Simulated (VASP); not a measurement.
LaLuN2, 8 atoms in the cell. The structure is tetragonal, space group P4/nmm (No. 129). The conventional cell has a = 3.647 Å, b = 3.647 Å, c = 10.294 Å, α = 90.00°, β = 90.00°, γ = 90.00°. Around La (site symmetry 4mm) lie 6 N at 2.57 to 2.69 Å. Around Lu (site symmetry 4mm) lie 6 N at 2.46 to 2.58 Å. N (site symmetry 4mm) has 1 Lu at 2.58 Å and 5 La at 2.58 to 2.69 Å as nearest neighbours. Around N (site symmetry 4mm) lie 5 Lu at 2.46 to 2.58 Å and 1 La at 2.57 Å. The cell was built by a generator and needn't be a form met in nature.

* Program: VASP 6.6.1
* Task: relaxation of cell and atoms
* Functional: PBE
* Potentials or basis: VASP PAW PBE potentials, release 64 (La, Lu, N)
* Cutoff: 520 eV
* k mesh: 8 × 8 × 4
* Occupations: gaussian, width 0.1 eV
* Spin: no spin polarisation
* Further INCAR settings: ALGO = Normal; EDIFF = 1e-06; IBRION = 2; EDIFFG = -0.01; NSW = 90; ISIF = 3

Potentials or basis: VASP PAW PBE potentials, release 64 (La, Lu, N).

Launch:

```sh
$ cat potpaw_PBE.64/La/POTCAR potpaw_PBE.64/Lu/POTCAR potpaw_PBE.64/N/POTCAR > POTCAR
$ mpirun -np 8 vasp_std > vasp.out
```

Hardware: 8 MPI ranks on Intel(R) Xeon(R) Platinum 8559C (Emerald Rapids) (shared host).

Problem. How long does it take, and how much memory?

Solution. Run time: 19 min on 8 MPI ranks on Intel(R) Xeon(R) Platinum 8559C (Emerald Rapids), on a shared host, peak memory 0.51 GiB a rank. Counts: scf iterations 337, k points 45, ion steps 33.
